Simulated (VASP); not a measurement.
These are PBE GGA, VASP's PBE PAW potentials (set 64) (plane waves; VASP) values and carry that method's errors.

VASP input:

### INCAR
```
# general
SYSTEM =Au
PREC   =Accurate
ENCUT  =400
LREAL  =.FALSE.   # projection in real space or not
LASPH  =.TRUE.   # aspherical one-centre terms

# electronic loop
EDIFF  =1E-6   # SCF stop (eV)
NELM   =100   # most electronic steps
ALGO   =Normal
LMAXMIX=6

# smearing
ISMEAR =1   # Methfessel-Paxton
SIGMA  =0.1

# functional
GGA    =PE

# ions
ISIF   =2   # forces and stress, cell fixed

# output
LWAVE  =.FALSE.
LCHARG =.FALSE.
```

### POSCAR
```
Au
1
    0.0000000000     2.0808000000     2.0808000000
    2.0808000000     0.0000000000     2.0808000000
    2.0808000000     2.0808000000     0.0000000000
Au
1
Direct
  0.0000000000   0.0000000000   0.0000000000
```

File KPOINTS:
```
Automatic mesh
0
gamma
11 11 11
0 0 0
```

POTCAR, in this order: Au (PBE.64 set). Program: vasp_std.

What VASP printed:

File OSZICAR:
```
       N       E                     dE             d eps       ncg     rms          rms(c)
DAV:   1     0.297888620786E+02    0.29789E+02   -0.49676E+03  1240   0.855E+02
DAV:   2    -0.326950373748E+01   -0.33058E+02   -0.30261E+02  1043   0.163E+02
DAV:   3    -0.348929472210E+01   -0.21979E+00   -0.21971E+00  1219   0.141E+01
DAV:   4    -0.348988884698E+01   -0.59412E-03   -0.59412E-03  1130   0.759E-01
DAV:   5    -0.348989326498E+01   -0.44180E-05   -0.44181E-05  1132   0.641E-02    0.789E+00
DAV:   6    -0.324662160931E+01    0.24327E+00   -0.83499E-01  1032   0.881E+00    0.514E+00
DAV:   7    -0.323090293790E+01    0.15719E-01   -0.64960E-02  1079   0.244E+00    0.259E+00
DAV:   8    -0.322907153269E+01    0.18314E-02   -0.11261E-03  1055   0.335E-01    0.213E-01
DAV:   9    -0.322906447795E+01    0.70547E-05   -0.54901E-06  1096   0.246E-02    0.184E-02
DAV:  10    -0.322907065779E+01   -0.61798E-05   -0.29067E-06  1130   0.221E-02    0.384E-03
DAV:  11    -0.322907063138E+01    0.26412E-07   -0.40463E-08   522   0.191E-03
   1 F= -.32290706E+01 E0= -.32291169E+01  d E =0.138760E-03
```

### OUTCAR
```
------------------------ aborting loop because EDIFF is reached ----------------------------------------
  FORCE on cell =-STRESS in cart. coord.  units (eV):
  Direction    XX          YY          ZZ          XY          YZ          ZX
  --------------------------------------------------------------------------------------
  Total       -0.0756341     -0.0756341     -0.0756341      0.0000000      0.0000000     -0.0000000
  in kB       -6.7252284     -6.7252284     -6.7252284      0.0000000      0.0000000     -0.0000000
  external PRESSURE =      -6.7252284 kB  Pullay stress =       0.0000000 kB
  volume of cell :       18.02
      direct lattice vectors                 reciprocal lattice vectors
     0.000000000  2.080800000  2.080800000    -0.240292195  0.240292195  0.240292195
     2.080800000  0.000000000  2.080800000     0.240292195 -0.240292195  0.240292195
     2.080800000  2.080800000  0.000000000     0.240292195  0.240292195 -0.240292195
 POSITION                                       TOTAL-FORCE (eV/Angst)
 -----------------------------------------------------------------------------------
      0.00000      0.00000      0.00000         0.000000      0.000000     -0.000000
 -----------------------------------------------------------------------------------
    total drift:                               -0.000000     -0.000000     -0.000000
  FREE ENERGIE OF THE ION-ELECTRON SYSTEM (eV)
  ---------------------------------------------------
  free  energy   TOTEN  =        -3.2290706314 eV

  energy  without entropy=       -3.2292093914  energy(sigma->0) =       -3.22911688
```
(Selected blocks of OUTCAR.)

The compound is Au in the fcc structure. The cell was not relaxed at this level.
